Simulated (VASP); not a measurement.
Consider the following.

```xyz
2
Lattice="0.0000 2.9065 2.9065 2.9065 0.0000 2.9065 2.9065 2.9065 0.0000" Properties=species:S:1:pos:R:3 pbc="T T T"
Zn     0.0000     0.0000     0.0000
Se     1.4532     1.4532     1.4532
```

All values below come from RPBE GGA, VASP's PBE PAW potentials (set 64) (plane waves; VASP). Numerical set-up: 520 eV cut-off, 9×9×9 Γ-centred mesh, tetrahedra with Blöchl corrections, potentials Zn Se.

Problem. Predict the energy per atom (σ→0), band gap (on the k-mesh) with the smallest direct gap where there is one.

Solution. 
- band gap (on the k-mesh): 1.16 eV
- smallest direct gap (on the k-mesh): 1.16 eV
- energy per atom (σ→0): -260.2 kJ/mol-atom

The compound is ZnSe in the zinc blende structure. It was relaxed first, which changed the volume by +8 %.
